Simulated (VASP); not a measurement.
# Zr4Tl (Pm-3m) in VASP: reference runs

Reference runs on Zr4Tl: the cell as given.

All numbers are computed with VASP 6.6.1; they aren't measurements. Logs are shortened: lines on timing, memory, paths and dates and some standing lists are left out, and cuts for length are marked.

## (1) Starting point

It takes space group Pm-3m (No. 221, cubic). The conventional cell has a = 5.305 Å, b = 5.305 Å, c = 5.305 Å, α = 90.00°, β = 90.00°, γ = 90.00°. Zr (site symmetry 4/mmm) has 2 Tl at 2.65 Å as nearest neighbours. Zr (site symmetry m-3m) is surrounded by 12 Zr at 3.75 Å. Tl (site symmetry m-3m) is surrounded by 6 Zr at 2.65 Å.

The cell was built by a generator and needn't be a form met in nature.

## (2) Single point, PBE

Input file INCAR:

```
SYSTEM = Zr4Tl
  PREC = Accurate
  ENCUT = 520
  EDIFF = 1E-7
  ISMEAR = -1
  SIGMA = 0.05
  LREAL = .FALSE.
  LASPH = .TRUE.
  NELM = 80
  ALGO = Normal
  ISIF = 2
  LWAVE = .FALSE.
  LCHARG = .FALSE.
  GGA = PE
  NBANDS = 38
```

Input file KPOINTS:

```
regular mesh
0
G
  5 5 5
  0 0 0
```

Input file POSCAR:

```
Zr4Tl
1.0
    5.3047500000      0.0000000000      0.0000000000
    0.0000000000      5.3047500000      0.0000000000
    0.0000000000      0.0000000000      5.3047500000
Zr Tl
4 1
Direct
    0.0000000000      0.5000000000      0.5000000000
    0.5000000000      0.5000000000      0.0000000000
    0.5000000000      0.0000000000      0.5000000000
    0.0000000000      0.0000000000      0.0000000000
    0.5000000000      0.5000000000      0.5000000000
```

Potentials or basis: VASP PAW PBE potentials, release 64 (Zr_sv, Tl_d).

Started as:

```bash
$ cat potpaw_PBE.64/Zr_sv/POTCAR potpaw_PBE.64/Tl_d/POTCAR > POTCAR
$ mpirun -np 1 vasp_std > vasp.out
```

OUTCAR:

```text
SYSTEM = Zr4Tl
   PREC = Accurate
   ENCUT = 520
   EDIFF = 1E-7
   ISMEAR = -1
   LREAL = .FALSE.
   LASPH = .TRUE.
   NELM = 80
   ISIF = 2
   GGA = PE

 ion  position               nearest neighbor table
   1  0.000  0.500  0.500-   5 2.65   5 2.65   4 3.75   2 3.75   2 3.75   4 3.75   3 3.75   4 3.75
                             4 3.75   2 3.75   3 3.75   3 3.75   2 3.75   3 3.75
   2  0.500  0.500  0.000-   5 2.65   5 2.65   4 3.75   1 3.75   1 3.75   3 3.75   3 3.75   3 3.75
                             4 3.75   3 3.75   1 3.75   4 3.75   1 3.75   4 3.75
   3  0.500  0.000  0.500-   5 2.65   5 2.65   4 3.75   1 3.75   2 3.75   4 3.75   1 3.75   2 3.75
                             2 3.75   2 3.75   1 3.75   4 3.75   4 3.75   1 3.75
   4  0.000  0.000  0.000-   1 3.75   2 3.75   3 3.75   1 3.75   3 3.75   1 3.75   2 3.75   1 3.75
                             2 3.75   3 3.75   3 3.75   2 3.75
   5  0.500  0.500  0.500-   1 2.65   2 2.65   3 2.65   2 2.65   3 2.65   1 2.65

  LATTYP: Found a simple cubic cell.
 ALAT       =     5.3047500000

  Lattice vectors:

 A1 = (   5.3047500000,   0.0000000000,   0.0000000000)
 A2 = (   0.0000000000,   5.3047500000,   0.0000000000)
 A3 = (   0.0000000000,   0.0000000000,   5.3047500000)

Analysis of symmetry for initial positions (statically):
=====================================================================
 Subroutine PRICEL returns:
 Original cell was already a primitive cell.

 Routine SETGRP: Setting up the symmetry group for a
 simple cubic supercell.

 Subroutine GETGRP returns: Found 48 space group operations
 (whereof 48 operations were pure point group operations)
 out of a pool of 48 trial point group operations.

The static configuration has the point symmetry O_h .

Analysis of symmetry for dynamics (positions and initial velocities):
=====================================================================
 Subroutine PRICEL returns:
 Original cell was already a primitive cell.

 Routine SETGRP: Setting up the symmetry group for a
 simple cubic supercell.

 Subroutine GETGRP returns: Found 48 space group operations
 (whereof 48 operations were pure point group operations)
 out of a pool of 48 trial point group operations.

The dynamic configuration has the point symmetry O_h .

 Subroutine INISYM returns: Found 48 space group operations
 (whereof 48 operations are pure point group operations),
 and found     1 'primitive' translations

----------------------------------------------------------------------------------------

                                     Primitive cell

  volume of cell :     149.2776

  direct lattice vectors                    reciprocal lattice vectors
     5.304750000  0.000000000  0.000000000     0.188510297  0.000000000  0.000000000
     0.000000000  5.304750000  0.000000000     0.000000000  0.188510297  0.000000000
     0.000000000  0.000000000  5.304750000     0.000000000  0.000000000  0.188510297

  length of vectors
     5.304750000  5.304750000  5.304750000     0.188510297  0.188510297  0.188510297

  position of ions in fractional coordinates (direct lattice)
     0.000000000  0.500000000  0.500000000
     0.500000000  0.500000000  0.000000000
     0.500000000  0.000000000  0.500000000
     0.000000000  0.000000000  0.000000000
     0.500000000  0.500000000  0.500000000

  ion indices of the primitive-cell ions
   primitive index   ion index
                 1           1
                 2           2
                 3           3
                 4           4
                 5           5

----------------------------------------------------------------------------------------

 KPOINTS: regular mesh

Automatic generation of k-mesh.
 Grid dimensions read from file:
 generate k-points for:    5    5    5

 Generating k-lattice:

  Cartesian coordinates                     Fractional coordinates (reciprocal lattice)
     0.037702059  0.000000000  0.000000000     0.200000000  0.000000000  0.000000000
     0.000000000  0.037702059  0.000000000     0.000000000  0.200000000  0.000000000
     0.000000000  0.000000000  0.037702059     0.000000000  0.000000000  0.200000000

  Length of vectors
     0.037702059  0.037702059  0.037702059

  Shift w.r.t. Gamma in fractional coordinates (k-lattice)
     0.000000000  0.000000000  0.000000000

 Subroutine IBZKPT returns following result:
 ===========================================

 Found     10 irreducible k-points:

 Following reciprocal coordinates:
            Coordinates               Weight
  0.000000  0.000000  0.000000      1.000000
  0.200000  0.000000  0.000000      6.000000
  0.400000  0.000000  0.000000      6.000000
  0.200000  0.200000  0.000000     12.000000
  0.400000  0.200000  0.000000     24.000000
  0.400000  0.400000  0.000000     12.000000
  0.200000  0.200000  0.200000      8.000000
  0.400000  0.200000  0.200000     24.000000
  0.400000  0.400000  0.200000     24.000000
  0.400000  0.400000  0.400000      8.000000
   k-points           NKPTS =     10   k-points in BZ     NKDIM =     10   number of bands    NBANDS=     38
   number of dos      NEDOS =    301   number of ions     NIONS =      5
   total plane-waves  NPLWV =  64000
   dimension x,y,z NGX =    40 NGY =   40 NGZ =   40
   dimension x,y,z NGXF=    80 NGYF=   80 NGZF=   80
   ions per type =               4   1
   NGX,Y,Z   is equivalent  to a cutoff of  12.54, 12.54, 12.54 a.u.
   NGXF,Y,Z  is equivalent  to a cutoff of  25.07, 25.07, 25.07 a.u.
 SYSTEM =  Zr4Tl
   PREC   = accura    normal or accurate (medium, high low for compatibility)
   ISTART =      0    job   : 0-new  1-cont  2-samecut
   ICHARG =      2    charge: 1-file 2-atom 10-const
   ISPIN  =      1    spin polarized calculation?
   LNONCOLLINEAR =      F non collinear calculations
   LSORBIT =      F    spin-orbit coupling
   LASPH  =      T    aspherical Exc in radial PAW
   ENCUT  =  520.0 eV  38.22 Ry    6.18 a.u.   9.86  9.86  9.86*2*pi/ulx,y,z
   NELM   =     80;   NELMIN=  2; NELMDL= -5     # of ELM steps
   EDIFF  = 0.1E-06   stopping-criterion for ELM
   LREAL  =      F    real-space projection
   EDIFFG = 0.1E-05   stopping-criterion for IOM
   NSW    =      0    number of steps for IOM
   IBRION =     -1    ionic relax: 0-MD 1-quasi-New 2-CG
   NFREE  =      0    steps in history (QN), initial steepest desc. (CG)
   ISIF   =      2    stress and relaxation
   ISYM   =      2    0-nonsym 1-usesym 2-fastsym
   POTIM  = 0.5000    time-step for ionic-motion
   TEBEG  =    0.0;   TEEND  =   0.0 temperature during run
   PSTRESS=    0.0 pullay stress
   NELECT =      61.0000    total number of electrons
   NUPDOWN=      -1.0000    fix difference up-down
   EMIN   =  10.00;   EMAX   =-10.00  energy-range for DOS
   EFERMI =   0.00;   METHOD = LEGACY
   ISMEAR =    -1;   SIGMA  =   0.05  broadening in eV -4-tet -1-fermi 0-gaus
   EFERMI_NEDOS =   21; number of points for ismear=-14 and -15
   IALGO  =     38    algorithm
   IMIX   =      4    mixing-type and parameters
     AMIX     =   0.40;   BMIX     =  1.00
     AMIX_MAG =   1.60;   BMIX_MAG =  1.00
  volume/ion in A,a.u.               =      29.86       201.48
  Fermi-wavevector in a.u.,A,eV,Ry     =   1.214842  2.295719 20.080042  1.475841
  Thomas-Fermi vector in A             =   2.350249
   LORBIT       =      0    0 simple, 1 ext, 2 COOP (PROOUT), +10 PAW based schemes
   GGA     = PE    functional components
   LHFCALC =     F    Hartree Fock is set to
   AEXX    =    0.0000 exact exchange contribution
   IVDW    =     0    specifies the selected vdW correction
   LEPSILON=     F    determine dielectric tensor
   LRPA    =     F    only Hartree local field effects (RPA)
 non-spin polarized calculation
  energy-cutoff  :      520.00
  volume of cell :      149.28
 maximum number of plane-waves:      4036
 NGX is ok and might be reduce to    40
   NGX = 19   NGY = 19   NGZ = 19

 number of electron      61.0000006 magnetization

 Free energy of the ion-electron system (eV)
  ---------------------------------------------------
  ext. energy  EPLUGINS =         0.00000000
  ---------------------------------------------------
  free energy    TOTEN  =       -30.38828950 eV

  energy without entropy =      -30.26791920  energy(sigma->0) =      -30.32810435

 E-fermi :   6.2322     XC(G=0):  -9.9063

 val. band max:        6.2024531564   @ k =   0.4000   0.4000   0.2000
 cond. band min:       6.2586408532   @ k =   0.0000   0.0000   0.0000
 fundamental gap:      0.0561876967
 Fermi energy:         6.2321786534

 k-point     1 :       0.0000    0.0000    0.0000
  band No.  band energies     occupation
      1     -43.5489      2.00000
      2     -43.1027      2.00000
      3     -43.0845      2.00000
      4     -43.0845      2.00000
      5     -21.4689      2.00000
      6     -21.4689      2.00000
[... 30 lines left out ...]
     37       9.3506      0.00000
     38       9.4181      0.00000

 k-point     2 :       0.2000    0.0000    0.0000
  band No.  band energies     occupation
      1     -43.5489      2.00000
      2     -43.1011      2.00000
      3     -43.0856      2.00000
      4     -43.0845      2.00000
      5     -21.4669      2.00000
      6     -21.4669      2.00000
[... 30 lines left out ...]
     37       8.4880      0.00000
     38       8.8075      0.00000

 k-point     3 :       0.4000    0.0000    0.0000
  band No.  band energies     occupation
      1     -43.5488      2.00000
      2     -43.0976      2.00000
      3     -43.0881      2.00000
      4     -43.0845      2.00000
      5     -21.4635      2.00000
      6     -21.4635      2.00000
[... 30 lines left out ...]
     37       8.0180      0.00000
[... 207 lines left out ...]
 k-point     9 :       0.4000    0.4000    0.2000
  band No.  band energies     occupation
      1     -43.5487      2.00000
      2     -43.0919      2.00000
      3     -43.0884      2.00000
      4     -43.0876      2.00000
      5     -21.4686      2.00000
      6     -21.4681      2.00000
[... 30 lines left out ...]
     37       7.3408      0.00000
     38       8.2440      0.00000

 k-point    10 :       0.4000    0.4000    0.4000
  band No.  band energies     occupation
      1     -43.5487      2.00000
      2     -43.0901      2.00000
      3     -43.0884      2.00000
      4     -43.0884      2.00000
      5     -21.4724      2.00000
      6     -21.4724      2.00000
[... 30 lines left out ...]
     37       7.0223      0.00000
     38       8.6307      0.00000

------------------------ aborting loop because EDIFF is reached ----------------------------------------

  FORCE on cell =-STRESS in cart. coord.  units (eV):
  Direction    XX          YY          ZZ          XY          YZ          ZX
  --------------------------------------------------------------------------------------
  -------------------------------------------------------------------------------------
  Total        0.0268736      0.0268736      0.0268736      0.0000000      0.0000000     -0.0000000
  in kB        0.2884303      0.2884303      0.2884303      0.0000000      0.0000000     -0.0000000
  external PRESSURE =       0.2884303 kB  Pullay stress =       0.0000000 kB

 VOLUME and BASIS-vectors are now :
 -----------------------------------------------------------------------------
  energy-cutoff  :      520.00
  volume of cell :      149.28
      direct lattice vectors                 reciprocal lattice vectors
     5.304750000  0.000000000  0.000000000     0.188510297  0.000000000  0.000000000
     0.000000000  5.304750000  0.000000000     0.000000000  0.188510297  0.000000000
     0.000000000  0.000000000  5.304750000     0.000000000  0.000000000  0.188510297

 POSITION                                       TOTAL-FORCE (eV/Angst)
 -----------------------------------------------------------------------------------
      0.00000      2.65238      2.65238         0.000000      0.000000      0.000000
      2.65238      2.65238      0.00000         0.000000      0.000000      0.000000
      2.65238      0.00000      2.65238         0.000000      0.000000      0.000000
      0.00000      0.00000      0.00000         0.000000      0.000000      0.000000
      2.65238      2.65238      2.65238         0.000000      0.000000      0.000000
 -----------------------------------------------------------------------------------
    total drift:                                0.000000      0.000000     -0.000000

  FREE ENERGIE OF THE ION-ELECTRON SYSTEM (eV)
  ---------------------------------------------------
  free  energy   TOTEN  =       -30.3882894972 eV

  energy  without entropy=      -30.2679191988  energy(sigma->0) =      -30.32810435
```

Run time: 47 s. Hardware: 1 thread of Intel Xeon 6975P-C (Granite Rapids), shared host; peak memory 0.26 GiB.

Results:

* Free energy: -30.3883 eV
* Pressure: 0.0 GPa
* Band gap on the k mesh: none (metal or under the smearing width)

The run has no spin-orbit coupling, so splittings on Tl are missing.
